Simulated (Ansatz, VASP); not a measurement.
# PbO (Litharge): VASP beside Ansatz, part 2 of 3

Wanted: the spread between two codes on one cell, functional and k mesh.

VASP 6.6.1 and Ansatz 0.2.0.

So far: The structure; VASP: band structure, B3LYP with an exact-exchange share of 0.2.

The database entry behind the starting cell differs from later determinations by our own check (an axis about 0.4 % long against later determinations), so it need not match the best structure at ambient conditions.

## (3) Ansatz: band structure, B3LYP with an exact-exchange share of 0.2

Level of this step: Ansatz beside VASP: Kohn-Sham DFT, plane waves, B3LYP (Ansatz).

Ansatz runs on its default PAW (the set named soft_2) files.

The same cell, functional (in two slightly different forms), mesh and smearing now go to Ansatz, which takes its cutoff from its data sets.

The input, input.yaml:

```yaml
crystal:
  lattice:
    - [3.99, 0.0, 0.0]
    - [0.0, 3.99, 0.0]
    - [0.0, 0.0, 5.01]
  atoms:
    - { symbol: Pb, position: [0.0, 0.5, 0.24] }
    - { symbol: Pb, position: [0.5, 0.0, 0.76] }
    - { symbol: O, position: [0.0, 0.0, 0.0] }
    - { symbol: O, position: [0.5, 0.5, 0.0] }
hamiltonian:
  xc: b3lyp
  pseudopotentials: { kind: paw }
kpoints:
  mp_grid: { grid: [4, 4, 3] }
  band_path:
    path:
      - [0.0, 0.0, 0.0]
      - [0.0, 0.4, 0.0]
      - [0.3, 0.5, 0.0]
      - [0.5, 0.5, 0.0]
      - [0.3, 0.3, 0.0]
      - [0.0, 0.0, 0.1]
      - [0.0, 0.0, 0.5]
      - [0.0, 0.4, 0.5]
      - [0.3, 0.5, 0.5]
      - [0.3, 0.3, 0.5]
      - [0.0, 0.5, 0.1]
      - [0.5, 0.5, 0.0]
      - [0.5, 0.5, 0.5]
    npoints: 1
scf:
  occupations: { method: gaussian, width: 0.02 }
  n_extra_bands: 8
output:
  forces: true
  stress: true
  eigenvalues: true
```

On the command line:

```bash
$ ansatz run input.yaml --threads 4 --pin off --max-ram 9216MiB --backend cpu --events-out ev --progress --plain --runs-dir out
```

Numbers of over 12 decimals in the logs are rounded to 6 here.

What it wrote:

```text
Warning: output.stress: scf.convergence.dr2_threshold = 1e-7 eV (the SCF's general default) is looser than the 4e-10 eV advised for a printed stress (1e-10 eV for each atom of the cell: 4). What an SCF threshold leaves in a stress goes as its square root, and in the free energy as the threshold itself, and one threshold admits the most on a small cell: [figures from the program's tests cut] Set scf.convergence.dr2_threshold to 4e-10 eV or tighter. The threshold is an SCF's pass mark: one that does not reach it within its budget of iterations ends unconverged, or closes short of it on a stop that the run arms, and scf.convergence.dr2_threshold's page says what that costs each kind of run
Warning: output.stress: scf.exx.energy_threshold = 1e-6 eV is looser than the 4e-8 eV advised for a stress under a hybrid functional (1e-8 eV for each atom of the cell: 4). Every SCF of the exchange loop can meet its threshold on dr2 while the loop round them stops early: no threshold on dr2 bounds what that leaves in the stress. Set scf.exx.energy_threshold to 4e-8 eV or tighter. The threshold is the loop's pass mark: a loop that does not reach it within its budget of cycles ends unconverged, and scf.exx.energy_threshold's page has the law
scf.n_extra_bands = 8 over 20 filled bands (N_el = 40.0): the run solves 28 bands
Engine: ansatz 0.2.0, aarch64-unknown-linux-gnu
Pseudopotentials: kind: paw
Pseudopotential: Pb, paw, valence charge 14, recommended cutoff 420 eV (normal), Pb.paw.azcp
Pseudopotential: O, paw, valence charge 6, recommended cutoff 420 eV (normal), O.paw.azcp
Functional definition: B3LYP
  parameter a0 = 0.2
  parameter ax = 0.72
  parameter ac = 0.81
  exchange = (1 - a0 - ax)*slater_x + ax*b88_x + a0*exact_x
  correlation = (1 - ac)*vwn_rpa_c + ac*lyp_c
Crystal: 4 atoms, lattice volume = 79.760 Å³
Basis set: ecut = 420 eV, 1569 PW (Γ), exchange–correlation on 54×54×72 points (8 copies of the dense FFT grid, shifted against one another)
Bands: 28, of which v1, the nominal top of the filled ones, is band 20 counted from 1 (19 counted from 0)
Symmetry: 16 space group operations
Space group: P4/nmm (ITA 129), of the structure as read, at distance tolerance 4.3e-5 Å
k-points: 12 of 48
Non-local potential: Pb, projectors of the file, l = 0: 2, l = 1: 2, l = 2: 2, l = 3: 2
Non-local potential: O, projectors of the file, l = 0: 2, l = 1: 2, l = 2: 1
PAW form: soft (Blöchl's): semilocal exchange-correlation on the pseudo side does not see the compensation charge
PAW frozen core: Pb, regenerated for the run's functional, and the local potential with it (the file was generated under x = pbe(κ = 0.804, μ = 0.219515), c = pbe(β = 0.066725))
PAW frozen core: O, regenerated for the run's functional, and the local potential with it (the file was generated under x = pbe(κ = 0.804, μ = 0.219515), c = pbe(β = 0.066725))
PAW one-centre angular grid: Pb, 590 points (default); XC on 64 Gauss nodes
PAW one-centre angular grid: O, 110 points (default); XC on 64 Gauss nodes
Initial density: superposition of atomic densities (neutral atoms: chi_scale 0, normalization atom), corrected by the library's trained network
Initial wavefunctions: pseudopotential atomic-orbital guess
Functional: x = 0.1 slater + 0.9 b88, c = 0.19 vwn_rpa + 0.81 lyp, warm-up for x = 0.08 slater + 0.72 b88 + 0.2 exact, c = 0.19 vwn_rpa + 0.81 lyp
SCF iter   1: F=—  HF=-24980.284072 eV  |F-HF|=—  |Δ(HF+E_count)|=         —  Δρ=1.55e-2  dr2=1.60e-1  ethr=1.77e-3  ⟨swp⟩=12.4  Hψ=1603  notcnv=0
preconditioner: auto → none  [insulator: Δε(μ)=1.416 eV  Ē_g=17.463 eV  σ=0.020 eV  W_gap=1.00  n_scr=18 (ndim 8)  ℏωp=26.3 eV  f_vac=0.035  D(μ)=0.00/eV (n_scr^D=0)]
SCF iter   2: F=—  HF=-24980.298058 eV  |F-HF|=—  |Δ(HF+E_count)|=   1.40e-2  Δρ=1.61e-2  dr2=2.41e-1  ethr=4.01e-4  ⟨swp⟩=4.3  Hψ=984  notcnv=0
iter 3 solved again at ethr=9.16e-6 eV; its pass at ethr=4.01e-4 eV (dr2=3.66e-3 eV) is discarded
SCF iter   3: F=—  HF=-24980.250722 eV  |F-HF|=—  |Δ(HF+E_count)|=   4.73e-2  Δρ=1.97e-3  dr2=3.24e-3  ethr=9.16e-6  ⟨swp⟩=4.2  Hψ=1609  notcnv=0  defer=1
eigensolver tolerance schedule: the retry pair's looser diagonalisation over-reported the residual by 0.13 of it (diagonalisation noise at 0.13 of the residual, at the tolerance the schedule requests for it); recorded, not acted on — ethr = c·dr2/N_el stays at c = 1.0e-1
SCF iter   4: F=-24980.250380 eV  HF=-24980.250354 eV  |F-HF|=2.59e-5  |Δ(HF+E_count)|=   3.67e-4  Δρ=5.76e-4  dr2=1.32e-4  ethr=8.09e-6  ⟨swp⟩=3.1  Hψ=719  notcnv=0  defer=1
SCF 1 stopped early in 4 iterations: F = -24980.250380 eV  dr2 = 1.32e-4
  greatest PAW one-centre occupation: 0.984 electrons in one spin orbital (limit 2), on the Pb atom at site 1 (counted from 0), in its partial waves of l = 2
Initial density: handed on by an earlier stage of this run
Initial wavefunctions: those handed on with the density
Functional: x = 0.08 slater + 0.72 b88 + 0.2 exact, c = 0.19 vwn_rpa + 0.81 lyp
Frozen-core exchange: fock
SCF iter   1: F=—  HF=-24981.403880 eV  |F-HF|=—  |Δ(HF+E_count)|=         —  Δρ=7.58e-3  dr2=6.21e-2  ethr=3.29e-6  ⟨swp⟩=6.5  Hψ=1571  notcnv=0
preconditioner: auto → none  [insulator: Δε(μ)=2.428 eV  Ē_g=19.840 eV  σ=0.020 eV  W_gap=1.00  n_scr=18 (ndim 8)  ℏωp=26.3 eV  f_vac=0.043  D(μ)=0.00/eV (n_scr^D=0)]
SCF iter   2: F=—  HF=-24981.388253 eV  |F-HF|=—  |Δ(HF+E_count)|=   1.56e-2  Δρ=2.45e-3  dr2=6.20e-3  ethr=3.29e-6  ⟨swp⟩=4.0  Hψ=1101  notcnv=0
SCF iter   3: F=—  HF=-24981.399190 eV  |F-HF|=—  |Δ(HF+E_count)|=   1.09e-2  Δρ=1.22e-3  dr2=1.49e-3  ethr=3.29e-6  ⟨swp⟩=3.6  Hψ=1007  notcnv=0
SCF iter   4: F=—  HF=-24981.398863 eV  |F-HF|=—  |Δ(HF+E_count)|=   3.27e-4  Δρ=1.84e-4  dr2=4.88e-5  ethr=3.16e-6  ⟨swp⟩=2.6  Hψ=598  notcnv=0
SCF iter   5: F=—  HF=-24981.399041 eV  |F-HF|=—  |Δ(HF+E_count)|=   1.78e-4  Δρ=2.09e-4  dr2=4.03e-5  ethr=5.76e-8  ⟨swp⟩=4.0  Hψ=992  notcnv=0
SCF iter   6: F=-24981.399030 eV  HF=-24981.399032 eV  |F-HF|=1.66e-6  |Δ(HF+E_count)|=   8.69e-6  Δρ=4.34e-5  dr2=3.16e-6  ethr=5.76e-8  ⟨swp⟩=2.7  Hψ=599  notcnv=0
SCF 2 stopped early in 6 iterations: F = -24981.399030 eV  dr2 = 3.16e-6
  Residual-converged pass: ⟨swp⟩=4.1  Hψ=1018  notcnv=0  max |occ|·‖R‖ = 6.4e-6 eV (tolerance 6.7e-6 eV)  dr2=2.99e-6  dr2_onsite=8.41e-8  max |Δocc| = 0.0e0
hybrid outer 1: dexx = +1.313e-2 eV, tail = 2.05e-5 eV
Frozen-core exchange: fock
SCF iter   1: F=—  HF=-24981.398916 eV  |F-HF|=—  |Δ(HF+E_count)|=         —  Δρ=3.29e-5  dr2=9.42e-7  ethr=2.56e-7  ⟨swp⟩=4.3  Hψ=829  notcnv=0
preconditioner: auto → none  [insulator: Δε(μ)=2.341 eV  Ē_g=19.792 eV  σ=0.020 eV  W_gap=1.00  n_scr=18 (ndim 8)  ℏωp=26.3 eV  f_vac=0.047  D(μ)=0.00/eV (n_scr^D=0)]
SCF iter   2: F=—  HF=-24981.398916 eV  |F-HF|=—  |Δ(HF+E_count)|=   1.92e-9  Δρ=1.51e-5  dr2=1.85e-7  ethr=1.83e-9  ⟨swp⟩=4.0  Hψ=898  notcnv=0
SCF iter   3: F=—  HF=-24981.398917 eV  |F-HF|=—  |Δ(HF+E_count)|=   2.48e-7  Δρ=1.23e-5  dr2=1.21e-7  ethr=3.69e-10  ⟨swp⟩=3.2  Hψ=658  notcnv=0
SCF iter   4: F=—  HF=-24981.398917 eV  |F-HF|=—  |Δ(HF+E_count)|=   2.44e-8  Δρ=3.33e-6  dr2=1.33e-8  ethr=2.92e-10  ⟨swp⟩=2.9  Hψ=606  notcnv=0
SCF iter   5: F=—  HF=-24981.398917 eV  |F-HF|=—  |Δ(HF+E_count)|=  6.98e-10  Δρ=9.18e-7  dr2=2.39e-9  ethr=2.30e-11  ⟨swp⟩=4.1  Hψ=838  notcnv=0
SCF iter   6: F=-24981.398917 eV  HF=-24981.398917 eV  |F-HF|=4.75e-9  |Δ(HF+E_count)|=   7.30e-9  Δρ=2.21e-6  dr2=5.13e-9  ethr=1.84e-12  ⟨swp⟩=4.1  Hψ=836  notcnv=0
SCF 3 converged in 6 iterations: F = -24981.398917 eV  dr2 = 5.13e-9
  Residual-converged pass: ⟨swp⟩=2.9  Hψ=655  notcnv=0  max |occ|·‖R‖ = 6.2e-7 eV (tolerance 6.3e-7 eV)  dr2=5.12e-9  dr2_onsite=2.06e-10  max |Δocc| = 0.0e0
hybrid outer 2: dexx = +2.583e-7 eV, tail = 1.44e-8 eV, Δε = 1.99e-3 eV (about 6.38e-5 eV left of the loop's levels), ΔF = 1.43e-2 eV/Å (tail 1.19e-3)
Frozen-core exchange: fock
SCF iter   1: F=—  HF=-24981.398917 eV  |F-HF|=—  |Δ(HF+E_count)|=         —  Δρ=3.11e-6  dr2=9.05e-9  ethr=1.80e-10  ⟨swp⟩=4.2  Hψ=765  notcnv=0
preconditioner: auto → none  [insulator: Δε(μ)=2.341 eV  Ē_g=19.793 eV  σ=0.020 eV  W_gap=1.00  n_scr=18 (ndim 8)  ℏωp=26.3 eV  f_vac=0.047  D(μ)=0.00/eV (n_scr^D=0)]
SCF iter   2: F=-24981.398917 eV  HF=-24981.398917 eV  |F-HF|=3.46e-10  |Δ(HF+E_count)|=   2.03e-9  Δρ=6.05e-7  dr2=4.33e-10  ethr=2.11e-11  ⟨swp⟩=2.3  Hψ=582  notcnv=0
SCF 4 converged in 2 iterations: F = -24981.398917 eV  dr2 = 4.33e-10
  Residual-converged pass: ⟨swp⟩=4.0  Hψ=882  notcnv=0  max |occ|·‖R‖ = 4.5e-7 eV (tolerance 4.7e-7 eV)  dr2=3.29e-10  dr2_onsite=8.20e-12  max |Δocc| = 0.0e0
hybrid outer 3: dexx = +1.862e-10 eV, tail = 8.88e-10 eV, Δε = 5.16e-5 eV (about 1.88e-5 eV left of the loop's levels), ΔF = 4.52e-6 eV/Å (tail 2.63e-4)
NSCF: frozen V_eff on 13 k-points
hybrid SCF converged: 3 outer / 14 inner (+4 warm-up), last move |dexx| = 1.86e-10 eV, tail = 8.88e-10 eV
Stability not checked: this state was not tested for a lower state beside it, because the functional holds exact exchange (a hybrid, or Hartree-Fock), whose exchange loop this test does not read (fock_operator; see scf.lower_state_search)
Free energy (F): -24981.398917 eV
Frozen-core exchange: fock
Harris-Foulkes:  -24981.398917 eV  (|F-HF|=3.46e-10)
Internal energy: -24981.398917 eV  (E = F + TS)
E sigma→0 (E₀):  -24981.398917 eV
Fermi energy:    9.056257 eV
--- Per-component energies (eV) ---
  E_band       = -165.634298
  E_kinetic    = 930.537425
  E_local      = -3100.938212  (includes V_loc(G=0)·N_el)
  E_nonlocal   = 795.740675
  E_hartree    = 1237.458599
  E_xc         = -480.239397
  E_vxc        = -367.006613  (∫ρ·V_xc dr)
  E_exx        = -94.349013  (= α·E_x^exact, valence–valence)
  E_paw        = -21179.558552  (= ΣΔE_a)
  E_vpaw       = -710.192346  (= ΣTr[D̂ρ^β])
  E_aug_tail   = 0.004921  (compensation charges beyond the density's cutoff)
  E_ewald      = -3090.369968
  E_core_change = 0.314601  (= ΣΔE_core)
  E_smearing   = -0.000000  (= −TS)
  E_closure    = 0.000003  (closes the sum)
  Σ components = -24981.398917   (vs F -24981.398917, Δ=0.00e0)
--- Forces (eV/Å), atoms counted from 1 ---
  atom   1  Pb     0.00000000     0.00000000    -0.33517699
  atom   2  Pb     0.00000000     0.00000000     0.33517699
  atom   3  O      0.00000000     0.00000000     0.00000000
  atom   4  O      0.00000000     0.00000000    -0.00000000
  max |Σ_I F_I| component: 0.00e0 eV/Å
--- Stress (GPa, compression-positive) ---
        3.231847       0.000000       0.000000
        0.000000       3.231847       0.000000
        0.000000       0.000000       2.194231
  P = ⅓ Tr σ = 2.8860 GPa (28.860 kbar)
--- Band table (eV; the first three rows and the last of 12) ---
  k-point 0: bands = [... 16 lower, 5.8683, 5.9496, 5.9496, 7.8857, 11.6500, 14.7777, 14.7777, 14.8881, ... 4 higher]
  k-point 1: bands = [... 16 lower, 5.8385, 5.9307, 5.9307, 7.1369, 11.2628, 13.3647, 13.3647, 13.8398, ... 4 higher]
  k-point 2: bands = [... 16 lower, 5.0989, 5.5269, 5.6687, 7.5946, 12.7360, 12.8165, 14.8885, 15.1260, ... 4 higher]
  k-point 11: bands = [... 16 lower, 5.5718, 5.5718, 6.5960, 6.5960, 11.6633, 11.6633, 15.0677, 15.0677, ... 4 higher]
```

Elapsed: 44 s, on 4 threads of Arm Neoverse V2, shared host; peak memory 1.1 GiB; 2.6 min of CPU time.

## (4) Side by side

Known differences besides the potentials themselves: exact exchange at q = 0 is treated differently, which shows on coarse meshes; VASP keeps PBE cores, Ansatz makes them for the functional; the cutoff is 420 eV in Ansatz and 520 eV in VASP; VASP's log shows a relativistic correction to its local exchange, Ansatz's none; VASP takes a coarser grid for exact exchange (PRECFOCK = Fast). Total energies have different zeros and are not compared.

Both answers:

```tsv
quantity	Ansatz	VASP	difference
gap over the path points (eV)	2.341	2.314	+0.027
```

Forces (eV/Å; atoms numbered as in POSCAR):

```tsv
atom	Ansatz x, y, z	VASP x, y, z
Pb1	0.000, 0.000, -0.335	0.000, 0.000, -0.248
Pb2	0.000, 0.000, 0.335	0.000, 0.000, 0.248
O3	0.000, 0.000, 0.000	0.000, 0.000, 0.000
O4	0.000, 0.000, 0.000	0.000, 0.000, 0.000
```

Levels at points of the path, from each program's valence-band top (eV; 4 filled, then empty):

```tsv
k (reciprocal lattice)	Ansatz	VASP
0.000 0.000 0.000	-2.02 -1.94 -1.94 0.00 3.76 6.89 6.89	-2.06 -1.98 -1.98 0.00 3.73 6.87 6.87
0.000 0.400 0.000	-3.15 -2.92 -2.31 -1.18 4.55 4.94 7.61	-3.19 -2.96 -2.34 -1.19 4.53 4.93 7.58
0.300 0.500 0.000	-2.19 -2.19 -1.60 -1.60 3.33 3.33 6.76	-2.21 -2.21 -1.63 -1.63 3.31 3.31 6.74
0.500 0.500 0.000	-1.84 -1.84 -1.29 -1.29 2.34 2.34 6.68	-1.84 -1.84 -1.33 -1.33 2.31 2.31 6.66
0.300 0.300 0.000	-2.95 -2.78 -1.45 -0.92 3.73 4.21 6.26	-2.97 -2.82 -1.49 -0.93 3.70 4.19 6.23
0.000 0.000 0.100	-2.02 -1.94 -1.94 -0.07 3.67 6.56 6.56	-2.06 -1.98 -1.98 -0.07 3.64 6.54 6.54
0.000 0.000 0.500	-2.06 -1.96 -1.96 -1.16 3.39 5.21 5.21	-2.10 -2.00 -2.00 -1.19 3.35 5.18 5.18
0.000 0.400 0.500	-3.41 -2.91 -1.21 -1.15 3.84 4.81 6.83	-3.45 -2.95 -1.22 -1.17 3.81 4.78 6.80
0.300 0.500 0.500	-1.89 -1.89 -1.75 -1.75 4.84 4.84 5.77	-1.91 -1.91 -1.79 -1.79 4.81 4.81 5.75
0.300 0.300 0.500	-2.61 -1.96 -1.45 -1.42 4.11 4.86 5.44	-2.65 -1.97 -1.49 -1.43 4.08 4.84 5.42
```

The forces differ by 36 meV/Å r.m.s., which is 35.1 % of the r.m.s. force of 0.10 eV/Å (both taken over all components). Among the levels compared at these points, filled levels agree within 47 meV and empty ones within 39 meV.

## (5) Other set-ups

Further runs change the set-up of one program: Ansatz's method, potentials or start, or VASP's data sets, cutoff or form of LDA. The table gives Ansatz less VASP for each quantity, since a change that brings one quantity closer may part another.

```tsv
run	r.m.s. force difference (meV/Å)	gap over the path points (eV)
as above	36	0.027
cores kept as stored	36	0.026
Ansatz's larger PAW set (cutoff 900 eV)	30	0.031
norm-conserving potentials (cutoff 1240 eV)	70	1.0e-4
```

## (6) VASP: band structure, HSEsol

The same path points are solved in both programs, so levels can be compared one by one.

The run reads the wave functions of an earlier VASP run, which isn't shown here.

The input, INCAR:

```
SYSTEM = PbO
PREC = Accurate
ENCUT = 520
EDIFF = 1E-06
NELM = 100
ISMEAR = 0
SIGMA = 0.02
LREAL = .FALSE.
ALGO = Normal
LHFCALC = .TRUE.
AEXX = 0.25
GGA = PS
HFSCREEN = 0.2
LASPH = .TRUE.
NBANDS = 26
PRECFOCK = Fast
LORBIT = 11
LWAVE = .FALSE.
LCHARG = .FALSE.
KPAR = 4
```

The input, POSCAR:

```
PbO
1.0
    3.9900000000      0.0000000000      0.0000000000
    0.0000000000      3.9900000000      0.0000000000
    0.0000000000      0.0000000000      5.0100000000
Pb O
2 2
Direct
    0.0000000000      0.5000000000      0.2400000000
    0.5000000000      0.0000000000      0.7600000000
    0.0000000000      0.0000000000      0.0000000000
    0.5000000000      0.5000000000      0.0000000000
```

The input, KPOINTS:

```
Automatic mesh
0
Gamma
4 4 3
0 0 0
```

The input, KPOINTS_OPT:

```
Line mode
6
Line-mode
Reciprocal
  0.00000000   0.00000000   0.00000000 GAMMA
  0.00000000   0.50000000   0.00000000 X

  0.00000000   0.50000000   0.00000000 X
  0.50000000   0.50000000   0.00000000 M

  0.50000000   0.50000000   0.00000000 M
  0.00000000   0.00000000   0.00000000 GAMMA

  0.00000000   0.00000000   0.00000000 GAMMA
  0.00000000   0.00000000   0.50000000 Z

  0.00000000   0.00000000   0.50000000 Z
  0.00000000   0.50000000   0.50000000 R

  0.00000000   0.50000000   0.50000000 R
  0.50000000   0.50000000   0.50000000 A

  0.50000000   0.50000000   0.50000000 A
  0.00000000   0.00000000   0.50000000 Z

  0.00000000   0.50000000   0.00000000 X
  0.00000000   0.50000000   0.50000000 R

  0.50000000   0.50000000   0.00000000 M
  0.50000000   0.50000000   0.50000000 A
```

The projector-augmented-wave data sets are Pb_d and O (PBE family, release 64).

On the command line:

```bash
$ mpirun -np 8 vasp_std
```

What it wrote:

```text
[banner, memory and clock lines left out]
running    8 mpi-ranks, on    1 nodes
[...]
[... a notice as in an earlier step ...]

 [... a notice as in an earlier step ...]

 LDA part: xc-table for (Slater+PW92), standard interpolation
 found WAVECAR, reading the header
 POSCAR, INCAR and KPOINTS ok, starting setup
[...]
reading WAVECAR
 the WAVECAR file was read successfully
 initial charge from wavefunction
 entering main loop
       N       E                     dE             d eps       ncg     rms          rms(c)
DAV:   1    -0.275480660865E+02   -0.27548E+02   -0.94608E-01   748   0.948E+00    0.780E-01
DAV:   2    -0.275607399339E+02   -0.12674E-01   -0.85549E-02   778   0.149E+00    0.477E-01
DAV:   3    -0.275585956015E+02    0.21443E-02   -0.62716E-03   964   0.576E-01    0.270E-01
DAV:   4    -0.275577827027E+02    0.81290E-03   -0.69674E-04   906   0.233E-01    0.158E-01
DAV:   5    -0.275575300699E+02    0.25263E-03   -0.21498E-04   812   0.125E-01    0.884E-02
[...]
DAV:   9    -0.275574288083E+02    0.89559E-06   -0.20414E-06   400   0.131E-02
   1 F= -.27557429E+02 E0= -.27557429E+02  d E =-.141323E-20
 Start KPOINTS_OPT (optional k-point list driver)
k-point batch [1-12\54]
       N       E                     dE             ncg
DAV:   1     0.265249028767E+04   -0.72093E+04      624
DAV:   2    -0.291170830483E+04   -0.55642E+04      632
DAV:   3    -0.368720694010E+04   -0.77550E+03      790
DAV:   4    -0.375076691770E+04   -0.63560E+02      742
[...]
DAV:   8    -0.375285116571E+04   -0.10631E-03      864
DAV:   9    -0.375285116674E+04   -0.10384E-05      608
DAV:  10    -0.375285116684E+04   -0.91982E-07      544
[...]
k-point batch [49-54\54]
       N       E                     dE             ncg
DAV:   1     0.822472040524E+04   -0.72595E+04      312
DAV:   2     0.548311984927E+04   -0.27416E+04      324
DAV:   3     0.512315895696E+04   -0.35996E+03      370
DAV:   4     0.508868285978E+04   -0.34476E+02      366
DAV:   5     0.508707095176E+04   -0.16119E+01      410
DAV:   6     0.508701542666E+04   -0.55525E-01      398
DAV:   7     0.508701391693E+04   -0.15097E-02      422
DAV:   8     0.508701385334E+04   -0.63589E-04      406
DAV:   9     0.508701385276E+04   -0.57316E-06      264
```

[end of part 2 of 3]

[Lines on the potential files, build, host, timing and source positions are cut from VASP's logs without a mark.]

[Logs are printed without paths, hosts, clocks, repeated set-up lines and the standing remarks that a program may print on its own settings, such as how far it seeks lower states.]

[Hosts, paths, dates, database ids (printed as entryN), source tags and the programs' standing remarks are cut or masked in the printed files.]
